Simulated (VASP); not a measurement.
An input for Quantum ESPRESSO's pw.x (written as the equivalent of a VASP run, and not itself run):

```
&CONTROL
  calculation = 'vc-relax'
  pseudo_dir = './pseudo'
  outdir = './out'
  tprnfor = .true.
  tstress = .true.
  nstep = 60
  forc_conv_thr = 0.00078
/
&SYSTEM
  ibrav = 0
  nat = 6
  ntyp = 2
  ecutwfc = 86
  occupations = 'smearing'
  smearing = 'gaussian'
  degauss = 0.003675
  input_dft = 'pbe'
  vdw_corr = 'grimme-d3'
  dftd3_version = 3
  dftd3_threebody = .false.
/
&ELECTRONS
  conv_thr = 7.3e-08
  electron_maxstep = 100
/
&IONS
/
&CELL
/
ATOMIC_SPECIES
  Mo 95.950 Mo.upf
  Se 78.971 Se.upf
CELL_PARAMETERS angstrom
     1.6469833   -2.8526592    0.0000000
     1.6469833    2.8526592   -0.0000000
     0.0000000    0.0000000   12.9583794
ATOMIC_POSITIONS crystal
  Mo   0.3333330  0.6666670  0.2500000
  Mo   0.6666670  0.3333330  0.7500000
  Se   0.3333330  0.6666670  0.8791172
  Se   0.6666670  0.3333330  0.3791172
  Se   0.6666670  0.3333330  0.1208828
  Se   0.3333330  0.6666670  0.6208828
K_POINTS automatic
  7 7 2 0 0 0
```

Task: Translate this input to VASP (INCAR, KPOINTS, POSCAR, choice of POTCAR).

Result: Several could match; the one computed here: 
### INCAR
```
ENCUT=520   # plane-wave cut-off (eV)
GGA=PE
ISIF=3
NSW=60   # most ionic steps
SYSTEM=MoSe2
LCHARG=.False.
NELM=100   # most electronic steps
LASPH=.True.   # aspherical one-centre terms
LWAVE=.False.
EDIFF=1E-6   # SCF stop (eV)
ISMEAR=0   # Gaussian
SIGMA=0.05   # width (eV)
LMAXMIX=4   # l cut-off of mixed one-centre charges
PREC=Accurate
EDIFFG=-0.02   # ionic stop
ALGO=Normal   # blocked Davidson
IBRION=2   # conjugate gradients
LREAL=.False.   # projection in real space or not
IVDW=11   # D3, zero damping
```

### POSCAR
```
MoSe2
1.0
  1.6469832935  -2.8526591667   0.0000000000
  1.6469832935   2.8526591667   0.0000000000
  0.0000000000   0.0000000000  12.9583794466
Mo Se
2 4
Cartesian
  1.6469832935   0.9508882907   3.2395948617
  1.6469832935  -0.9508882907   9.7187845850
  1.6469832935   0.9508882907  11.3919346625
  1.6469832935  -0.9508882907   4.9127449392
  1.6469832935  -0.9508882907   1.5664447841
  1.6469832935   0.9508882907   8.0456345074
```

File KPOINTS:
```
Automatic
0
gamma
  7 7 2
```

POTCAR, in this order: Mo_sv Se (PBE.64 set). Program: vasp_std.

What does not carry over: the potentials are each code's own (VASP's PAW set, PseudoDojo norm-conserving files in pw.x), so ENCUT and ecutwfc are chosen apart and not converted; conv_thr bounds pw.x's estimated SCF error, while EDIFF bounds the energy change between steps; forc_conv_thr acts on force components and is met together with etot_conv_thr.

The compound is MoSe2 in the 2H layered structure. It was relaxed first. The start is the result of an earlier pass.
